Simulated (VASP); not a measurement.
VASP input:

File POSCAR:
```
BeHg3Te4
1
   -0.0000000000     3.1551394905     3.1551394905
    3.1551394905    -0.0000000000     3.1551394905
   12.6966405412    12.6966405412    -0.0760825791
Hg Te Be
3 4 1
Direct
  0.0232235783   0.0232235783   0.9825823163
  0.0020634427   0.0020634427   0.2484524180
  0.9838293731   0.9838293731   0.5121279702
  0.2554562222   0.2554562222   0.0584078333
  0.2373250315   0.2373250315   0.3220062264
  0.2202159430   0.2202159430   0.5848380427
  0.2774674103   0.2774674103   0.7918994423
  0.0004189988   0.0004189988   0.7496857509
```

File KPOINTS:
```
Automatic mesh
0
Gamma
8 8 2
0 0 0
```

### INCAR
```
# general
SYSTEM =BeHg3Te4
PREC   =Accurate
ENCUT  =400   # plane-wave cut-off (eV)
LREAL  =.False.
LASPH  =.True.   # aspherical one-centre terms

# electronic loop
EDIFF  =1E-6   # SCF stop (eV)
NELM   =100   # most electronic steps
ALGO   =Normal   # blocked Davidson
LMAXMIX=6   # l cut-off of mixed one-centre charges

# smearing
ISMEAR =1   # Methfessel-Paxton
SIGMA  =0.1   # width (eV)

# functional
GGA    =PS

# ions
IBRION =2   # conjugate gradients
NSW    =60   # most ionic steps
ISIF   =3   # ions, shape and volume
EDIFFG =-0.02

# output
LWAVE  =.False.
LCHARG =.False.
```

POTCAR, in this order: Hg Te Be (PBE.64 set). Program: vasp_std.

**Question.** Write an equivalent input for Ansatz.

**Answer.** One equivalent input (not run):
Ansatz 0.2 input:
```yaml
crystal:
  lattice:
    - [0.0000000, 3.1551395, 3.1551395]
    - [3.1551395, 0.0000000, 3.1551395]
    - [12.6966405, 12.6966405, -0.0760826]
  atoms:
    - { symbol: Hg, position: [0.0232236, 0.0232236, 0.9825823] }
    - { symbol: Hg, position: [0.0020634, 0.0020634, 0.2484524] }
    - { symbol: Hg, position: [0.9838294, 0.9838294, 0.5121280] }
    - { symbol: Te, position: [0.2554562, 0.2554562, 0.0584078] }
    - { symbol: Te, position: [0.2373250, 0.2373250, 0.3220062] }
    - { symbol: Te, position: [0.2202159, 0.2202159, 0.5848380] }
    - { symbol: Te, position: [0.2774674, 0.2774674, 0.7918994] }
    - { symbol: Be, position: [0.0004190, 0.0004190, 0.7496858] }
kpoints:
  mp_grid: { grid: [8, 8, 2] }
hamiltonian:
  xc: pbesol
  pseudopotentials: { kind: paw }
scf:
  occupations: { method: methfessel_paxton, width: 0.1 }
  max_iter: 100
relax:
  max_steps: 60
  f_tol: 0.02
  cell: {}
output: { forces: true, stress: true, eigenvalues: true }
```
The two are equivalent in intent, not identical: each code has its own PAW files, so the cut-off isn't converted (ENCUT is set for VASP's; basis.ecutwfc is left out, and Ansatz then takes the one that its files recommend); Ansatz stops its SCF on the density residual and VASP on the energy change (EDIFF).

The structure was generated: BeHg3Te4 was put into an ordered model structure (R3m), which need not be its known phase. This run relaxes it. Symmetry was kept, so distortions that lower it aren't found. The start is the result of an earlier pass.
